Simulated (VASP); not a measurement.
Given:

```
CELL_PARAMETERS angstrom
     -1.45364     1.45364     1.45364
      1.45364    -1.45364     1.45364
      1.45364     1.45364    -1.45364
ATOMIC_POSITIONS crystal
  V  0.00000 0.00000 0.00000
```

The numbers are results of PBE GGA, VASP's PBE PAW potentials (set 64) (plane waves; VASP), not measurements. Run with 500 eV cut-off, 17×17×17 Γ-centred mesh, first-order Methfessel-Paxton smearing of 0.10 eV, potentials V_sv.

Energy and stress use the plane-wave basis of the starting cell.

The ions, cell shape and volume at an external pressure of 30.0 GPa are relaxed. What does this cell relax into?

```
CELL_PARAMETERS angstrom
     -1.43628     1.43628     1.43628
      1.43628    -1.43628     1.43628
      1.43628     1.43628    -1.43628
ATOMIC_POSITIONS crystal
  V  0.00000 0.00000 0.00000
```
Space group Im-3m (229), at a tolerance of 0.03 Å.

How do energy and volume change from the first to the last step?

The energy (σ→0) changes by +67.0 meV/atom and the volume by -3.5 %, in 3 ionic steps.

```tsv
step	E(σ→0) (eV)	max force (eV/Å)	pressure (GPa)	volume (Å³)
1	-8.9193	0.000	19.88	12.29
2	-8.6196	0.000	55.01	10.96
3	-8.8523	0.000	29.73	11.85
```

The compound is V in the bcc structure. This run relaxes it under an external pressure of 30 GPa. Symmetry was kept, so distortions that lower it aren't found. The run is not spin-polarised, so no magnetic state was tried.
